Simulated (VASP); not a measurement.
Be2CdS3: relaxation of cell and atoms with PBE

Be2CdS3:

```
Be Cd S
1.0
     3.86007    0.00000    0.00000
     0.00000    3.86007    0.00000
     0.00000    0.00000    8.51409
Be Cd S
2 1 3
Direct
  0.50000 0.50000 0.00000
  0.50000 0.50000 0.50000
  0.00000 0.00000 0.00000
  0.00000 0.00000 0.21919
  0.00000 0.00000 0.78081
  0.00000 0.00000 0.50000
```

The cell was built by a generator and needn't be a form met in nature.

```yaml
Program: VASP 6.6.1
Task: relaxation of cell and atoms
Functional: PBE
Potentials_or_basis: VASP PAW PBE potentials, release 64 (Be, Cd, S)
Cutoff: 520 eV
k_mesh: 4 × 4 × 2
Occupations: gaussian, width 0.15 eV
Spin: no spin polarisation
Further_INCAR_settings: PREC = Normal; ALGO = Fast; EDIFF = 0.0001; IBRION = 2; EDIFFG = -0.08; NSW = 24; ISIF = 3
```

```yaml
Relaxed_volume: 18.25 Å³/atom
Relaxed_cell: a = 3.214 Å, b = 3.214 Å, c = 10.599 Å, α = 90.00°, β = 90.00°, γ = 90.00°
Space_group_after_relaxing_to_0.05_Å: P4/mmm (No. 123)
Energy_gained_by_relaxing: 1272.6 meV/atom
Ionic_steps: 17
Pressure_after_relaxing: 0.1 GPa
Largest_force_after_relaxing: 0.056 eV/Å
Band_gap_on_the_k_mesh: none (metal or under the smearing width)
```

Forces in eV/Å, atoms in the order of the input:
```
Be   0.000  0.000  0.000
Be   0.000  0.000  0.000
Cd   0.000  0.000  0.000
S    0.000  0.000  0.056
S    0.000  0.000 -0.056
S    0.000  0.000  0.000
```

Stress tensor (GPa, compression positive):
```
 0.21  0.00  0.00
 0.00  0.21  0.00
 0.00  0.00 -0.01
```

The path:
```csv
step,energy change (eV),largest force (eV/Å),pressure (GPa),volume (Å³)
1,0.0000,15.7970,21.77,126.86
2,-3.5710,1.1752,-6.78,173.49
3,-5.3154,0.3106,-8.30,172.13
4,-5.3286,0.2856,-8.32,171.06
5,-5.8493,0.1652,-8.77,150.30
6,-6.0892,0.0702,-5.82,138.92
7,-6.0976,0.1506,-7.08,141.64
8,-6.1014,0.1389,-6.61,140.55
9,-6.9323,0.1313,-5.04,125.20
10,-6.2585,0.3343,23.71,87.05
11,-7.3605,0.2596,-1.05,112.34
12,-7.4137,0.2519,1.49,106.87
13,-7.4749,0.3571,0.77,107.96
14,-7.6286,0.1504,-0.68,110.88
15,-7.6303,0.0837,0.50,109.11
16,-7.6322,0.1078,-0.02,109.85
17,-7.6354,0.0558,0.14,109.50
```

Final structure:
```yaml
crystal:
  lattice:
    - [3.21418, 0.00000, 0.00000]
    - [0.00000, 3.21418, 0.00000]
    - [0.00000, 0.00000, 10.59884]
  atoms:
    - { symbol: Be, position: [0.50000, 0.50000, 0.00000] }
    - { symbol: Be, position: [0.50000, 0.50000, 0.50000] }
    - { symbol: Cd, position: [0.00000, 0.00000, 0.00000] }
    - { symbol: S, position: [0.00000, 0.00000, 0.27188] }
    - { symbol: S, position: [0.00000, 0.00000, 0.72812] }
    - { symbol: S, position: [0.00000, 0.00000, 0.50000] }
```

Levels at points of the mesh, in eV from the Fermi level:
| k point | band 12 | band 13 | band 14 | band 15 | band 16 | band 17 | band 18 | band 19 | band 20 | band 21 |
| --- | --- | --- | --- | --- | --- | --- | --- | --- | --- | --- |
| (0.00, 0.00, 0.00) | -3.90 | -1.64 | -1.43 | -0.12 | -0.12 | 0.20 | 0.20 | 0.96 | 2.84 | 2.84 |
| (0.50, 0.00, 0.00) | -4.64 | -4.33 | -2.87 | -2.47 | -0.82 | 0.39 | 0.76 | 0.85 | 1.15 | 2.94 |
| (0.50, 0.50, 0.00) | -3.16 | -3.16 | -3.14 | -3.14 | -1.86 | -1.85 | -1.85 | -1.49 | 1.87 | 2.21 |
| (0.00, 0.00, 0.50) | -3.90 | -3.67 | -0.18 | -0.18 | 0.26 | 0.26 | 0.80 | 1.11 | 1.59 | 2.82 |
| (0.50, 0.00, 0.50) | -3.62 | -3.55 | -3.48 | -2.47 | -2.39 | 0.37 | 0.79 | 1.74 | 2.60 | 2.84 |
| (0.50, 0.50, 0.50) | -3.47 | -3.47 | -2.62 | -2.62 | -2.10 | -2.10 | -1.52 | -1.49 | 1.73 | 2.59 |

Wall time 110 s on 2 MPI ranks on Intel(R) Xeon(R) 6975P-C (Granite Rapids), with other jobs on the host, peak memory 0.18 GiB a rank.

Caveat: the k mesh is coarse (spacing up to 0.41 Å⁻¹), so the values aren't converged; the relaxation stopped at a loose force limit of 0.08 eV/Å, so its end isn't a converged minimum.
